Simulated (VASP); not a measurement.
Here is the system:

```
CELL_PARAMETERS angstrom
      3.14586     0.00000     0.00000
     -1.57293     2.72440     0.00000
      0.00000     0.00000     5.09545
ATOMIC_POSITIONS crystal
  Al 0.00000 0.00000 0.99949
  Ga 0.66667 0.33333 0.49723
  N  0.66667 0.33333 0.11269
  N  0.00000 0.00000 0.62698
```

Computed with PBEsol GGA, VASP's PBE PAW potentials (set 64) (plane waves; VASP 6.6.1). Settings: 520 eV cut-off, 9×9×5 Γ-centred mesh, tetrahedra with Blöchl corrections, potentials Al Ga_d N.

The cores are frozen, which limits the accuracy of field gradients.

Q: Give the principal components of the electric field gradient (V/Å²) and the asymmetry η at each nucleus.

A: 
```
atom   Vxx   Vyy    Vzz     η
----  ----  ----  -----  ----
Al1   -1.4  -1.4    2.8  0.00
Ga2   -4.8  -4.8    9.5  0.00
N3    -9.0  -9.0   18.0  0.00
N4     7.6   7.6  -15.1  0.00
```

The structure comes from a computed database's AlGaN2 entry (P3m1); how it stands against other phases isn't given here. It was relaxed first.
